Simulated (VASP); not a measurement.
Crystal: Sb2TeO2.

```
CELL_PARAMETERS angstrom
5.22056 0.00000 0.00000
-2.61028 4.52114 0.00000
0.00000 0.00000 4.75653
ATOMIC_POSITIONS crystal
Sb 0.33333 0.66667 0.00000
Sb 0.66667 0.33333 0.00000
Te 0.00000 0.00000 0.50000
O 0.33333 0.66667 0.50000
O 0.66667 0.33333 0.50000
```

The cell was built by a generator and needn't be a form met in nature.

* Program: VASP 6.6.1
* Task: relaxation of cell and atoms
* Functional: PBE
* Potentials or basis: VASP PAW PBE potentials, release 64 (Sb, Te, O)
* Cutoff: 520 eV
* k mesh: 3 × 3 × 3
* Occupations: gaussian, width 0.15 eV
* Spin: no spin polarisation

At the start: pressure -9.6 GPa; volume 22.45 Å³/atom.

Q: How do energy, volume and symmetry change on relaxing?

A: Over 4 steps the energy falls by 131.7 meV/atom and the volume is 19.37 Å³/atom (-13.7 %); space group P6/mmm (No. 191, to 0.05 Å).

Step by step:
```
step  energy change (eV)  largest force (eV/Å)  pressure (GPa)  volume (Å³)
   1              0.0000                0.0000           -9.64       112.27
   2             -0.5593                0.0000            5.24        91.58
   3             -0.6585                0.0000           -0.15        96.54
   4             -0.6584                0.0000           -0.29        96.84
```

Final structure:
```yaml
crystal:
  lattice:
    - [5.04882, 0.00000, 0.00000]
    - [-2.52441, 4.37241, 0.00000]
    - [0.00000, 0.00000, 4.38685]
  atoms:
    - { symbol: Sb, position: [0.33333, 0.66667, 0.00000] }
    - { symbol: Sb, position: [0.66667, 0.33333, 0.00000] }
    - { symbol: Te, position: [0.00000, 0.00000, 0.50000] }
    - { symbol: O, position: [0.33333, 0.66667, 0.50000] }
    - { symbol: O, position: [0.66667, 0.33333, 0.50000] }
```

Caveat: the k mesh is coarse (spacing up to 0.46 Å⁻¹), so the values aren't converged.
